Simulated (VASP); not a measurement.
Level of theory: PBEsol GGA, VASP's PBE PAW potentials (set 64) (plane waves; VASP 6.6.1).

Input for VASP

### INCAR
```
EDIFF=1E-7
LREAL=.FALSE.
LASPH=.TRUE.   # aspherical one-centre terms
PSTRESS=20   # kbar
GGA=PS   # PBEsol
LWAVE=.FALSE.
IBRION=2   # conjugate gradients
ALGO=Normal   # blocked Davidson
LMAXMIX=6   # l cut-off of mixed one-centre charges
SIGMA=0.1
NSW=40
PREC=Accurate
ISIF=3   # ions, shape and volume
EDIFFG=-0.01
NELM=100
LCHARG=.FALSE.
SYSTEM=Pt3Ti
ENCUT=480
ISMEAR=1   # Methfessel-Paxton
```

### POSCAR
```
Pt3Ti
1.0
  3.8886435225   0.0000000000   0.0000000000
  0.0000000000   3.8886435225   0.0000000000
  0.0000000000   0.0000000000   3.8886435225
Ti Pt
1 3
Direct
  0.0000000000   0.0000000000   0.0000000000
  0.0000000000   0.5000000000   0.5000000000
  0.5000000000   0.0000000000   0.5000000000
  0.5000000000   0.5000000000   0.0000000000
```

### KPOINTS
```
Automatic mesh
0
Gamma
8 8 8
0 0 0
```

POTCAR, in this order: Ti_sv Pt (PBE.64 set). Program: vasp_std.

What VASP printed:

### OUTCAR
```
 ion  position               nearest neighbor table
   1  0.000  0.000  0.000-   2 2.75   3 2.75   4 2.75   2 2.75   3 2.75   2 2.75   4 2.75   2 2.75
                             3 2.75   4 2.75   3 2.75   4 2.75
   2  0.000  0.500  0.500-   1 2.75   3 2.75   4 2.75   1 2.75   4 2.75   1 2.75   3 2.75   1 2.75
                             3 2.75   4 2.75   4 2.75   3 2.75
   3  0.500  0.000  0.500-   1 2.75   2 2.75   4 2.75   1 2.75   4 2.75   2 2.75   4 2.75   4 2.75
                             1 2.75   2 2.75   1 2.75   2 2.75
   4  0.500  0.500  0.000-   1 2.75   2 2.75   3 2.75   2 2.75   3 2.75   1 2.75   3 2.75   3 2.75
                             1 2.75   2 2.75   2 2.75   1 2.75
  LATTYP: Found a simple cubic cell.
 ALAT       =     3.8886435225
 Subroutine PRICEL returns:
 Original cell was already a primitive cell.
 Subroutine GETGRP returns: Found 48 space group operations
The static configuration has the point symmetry O_h .
The dynamic configuration has the point symmetry O_h .
 Subroutine INISYM returns: Found 48 space group operations
 Subroutine IBZKPT returns following result:
 Found     35 irreducible k-points:

 Following reciprocal coordinates:
            Coordinates               Weight
  0.000000  0.000000  0.000000      1.000000
  0.125000  0.000000  0.000000      6.000000
  0.250000  0.000000  0.000000      6.000000
  0.375000  0.000000  0.000000      6.000000
  0.500000  0.000000  0.000000      3.000000
  0.125000  0.125000  0.000000     12.000000
  0.250000  0.125000  0.000000     24.000000
  0.375000  0.125000  0.000000     24.000000
  0.500000  0.125000  0.000000     12.000000
  0.250000  0.250000  0.000000     12.000000
  0.375000  0.250000  0.000000     24.000000
  0.500000  0.250000  0.000000     12.000000
  0.375000  0.375000  0.000000     12.000000
  0.500000  0.375000  0.000000     12.000000
  0.500000  0.500000  0.000000      3.000000
  0.125000  0.125000  0.125000      8.000000
  0.250000  0.125000  0.125000     24.000000
  0.375000  0.125000  0.125000     24.000000
...
```

**OSZICAR**
```
       N       E                     dE             d eps       ncg     rms          rms(c)
DAV:   1     0.374493315507E+03    0.37449E+03   -0.20337E+04  1750   0.172E+03
DAV:   2    -0.371209419418E+01   -0.37821E+03   -0.37085E+03  1894   0.442E+02
DAV:   3    -0.351846394226E+02   -0.31473E+02   -0.30226E+02  2584   0.109E+02
DAV:   4    -0.361235886696E+02   -0.93895E+00   -0.93543E+00  2006   0.203E+01
DAV:   5    -0.361582398324E+02   -0.34651E-01   -0.34606E-01  2569   0.380E+00    0.239E+01
DAV:   6    -0.339122892188E+02    0.22460E+01   -0.19792E+01  2504   0.333E+01    0.131E+01
DAV:   7    -0.337769719594E+02    0.13532E+00   -0.27084E+01  2400   0.321E+01    0.106E+01
DAV:   8    -0.329003092826E+02    0.87666E+00   -0.18038E+00  2379   0.109E+01    0.455E+00
DAV:   9    -0.328262521284E+02    0.74057E-01   -0.22781E+00  2578   0.830E+00    0.268E+00
DAV:  10    -0.327514182043E+02    0.74834E-01   -0.49812E-01  2438   0.491E+00    0.289E-01
DAV:  11    -0.327534666759E+02   -0.20485E-02   -0.86595E-03  2347   0.766E-01    0.462E-01
DAV:  12    -0.327517317863E+02    0.17349E-02   -0.11942E-02  2434   0.656E-01    0.105E-01
DAV:  13    -0.327516914732E+02    0.40313E-04   -0.29225E-04  2047   0.122E-01    0.322E-02
DAV:  14    -0.327517098870E+02   -0.18414E-04   -0.14230E-04  2447   0.916E-02    0.517E-02
DAV:  15    -0.327516877727E+02    0.22114E-04   -0.64162E-05  2470   0.567E-02    0.145E-02
DAV:  16    -0.327516863748E+02    0.13979E-05   -0.11621E-05  2652   0.212E-02    0.289E-03
DAV:  17    -0.327516864859E+02   -0.11114E-06   -0.49733E-07  2221   0.508E-03    0.151E-03
DAV:  18    -0.327516865046E+02   -0.18636E-07   -0.28909E-08  1022   0.150E-03
   1 F= -.32017657E+02 E0= -.32017556E+02  d E =-.320177E+02
```

### OUTCAR
```
------------------------ aborting loop because EDIFF is reached ----------------------------------------
  FORCE on cell =-STRESS in cart. coord.  units (eV):
  Direction    XX          YY          ZZ          XY          YZ          ZX
  --------------------------------------------------------------------------------------
  Total        0.7281033      0.7281033      0.7281033     -0.0000000     -0.0000000      0.0000000
  in kB       19.8385161     19.8385161     19.8385161     -0.0000000     -0.0000000      0.0000000
  external PRESSURE =      -0.1614839 kB  Pullay stress =      20.0000000 kB
  volume of cell :       58.80
      direct lattice vectors                 reciprocal lattice vectors
     3.888643522  0.000000000  0.000000000     0.257159082  0.000000000  0.000000000
     0.000000000  3.888643522  0.000000000     0.000000000  0.257159082  0.000000000
     0.000000000  0.000000000  3.888643522     0.000000000  0.000000000  0.257159082
 POSITION                                       TOTAL-FORCE (eV/Angst)
 -----------------------------------------------------------------------------------
      0.00000      0.00000      0.00000         0.000000      0.000000      0.000000
      0.00000      1.94432      1.94432         0.000000      0.000000      0.000000
      1.94432      0.00000      1.94432         0.000000      0.000000      0.000000
      1.94432      1.94432      0.00000         0.000000      0.000000      0.000000
 -----------------------------------------------------------------------------------
    total drift:                                0.000000      0.000000      0.000000
  FREE ENERGIE OF THE ION-ELECTRON SYSTEM (eV)
  ---------------------------------------------------
  free  energy   TOTEN  =       -32.7516865046 eV

  energy  without entropy=      -32.7513854135  energy(sigma->0) =      -32.75158614
  enthalpy is  TOTEN    =       -32.0176565029 eV   P V=        0.7340300017

 reached required accuracy - stopping structural energy minimisation
```
(Selected blocks of OUTCAR.)

The compound is Pt3Ti in the L1_2 structure. It was relaxed first under an external pressure of 2 GPa.
